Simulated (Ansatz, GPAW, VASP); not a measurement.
# HfB: 3 runs at one level of theory

```xyz
2
Lattice="0.0000 2.3100 2.3100 2.3100 0.0000 2.3100 2.3100 2.3100 0.0000" Properties=species:S:1:pos:R:3 pbc="T T T"
Hf    2.3100    2.3100    2.3100
B     0.0000    0.0000    0.0000
```

Alike in all runs: task single point; functional PBEsol; k mesh 10 × 10 × 10; occupations gaussian, width 0.1 eV; no spin polarisation; no spin-orbit coupling. Pressure is positive in compression and, in plane waves, holds the error of the finite cutoff, which Ansatz's Pulay term estimates and takes out.

| program and potentials | plane-wave cutoff (eV) | notes | band gap (eV) | pressure (GPa) |
| --- | --- | --- | --- | --- |
| Ansatz, Ansatz PAW | 420 | potentials made for PBE, which Ansatz adapts in part; 14.5 valence electrons an atom on average; Pulay term of +0.13 GPa included | no gap | 23.17 |
| VASP, PBE PAW files B, Hf_pv, 520 eV | 520 | potentials made for PBE; 6.5 valence electrons an atom on average | no gap | 24.28 |
| GPAW, PAW data sets generated for this functional | 800 | 7.5 valence electrons an atom on average | no gap | 25.53 |

None finds a gap. The pressure spans 23.17 (Ansatz, Ansatz PAW) to 25.53 GPa (GPAW, PAW data sets generated for this functional). The cell lies far from this level's equilibrium.

The functional is the same throughout but for its coding, so the spread measures potentials, basis and numerics; runs on potential files found faulty are left out.

All three runs put this rock-salt cell under strong compression, so HfB would expand if relaxed at this level of theory. The sign is secure, since the spread from 23.17 to 25.53 GPa is small beside the pressure itself. It probably reflects how the potentials describe the Hf core region, though the pressure does not follow the number of valence electrons treated.

The missing gap follows from electron counting: the primitive cell holds an odd number of electrons, so with spin-paired bands at least one must be partly filled. The agreement between programs on this point is therefore no independent test of the electronic structure. Chemically, Hf 5d and B 2p states form the covalent part of the bonding, alongside metallic Hf–Hf interaction. Compared with the isostructural carbide, boron supplies one electron fewer, which should leave some p–d bonding states empty and, with boron's larger size, favour a wider lattice. Whether rock-salt HfB could persist against disproportionation into hafnium and the well-known diboride remains open.
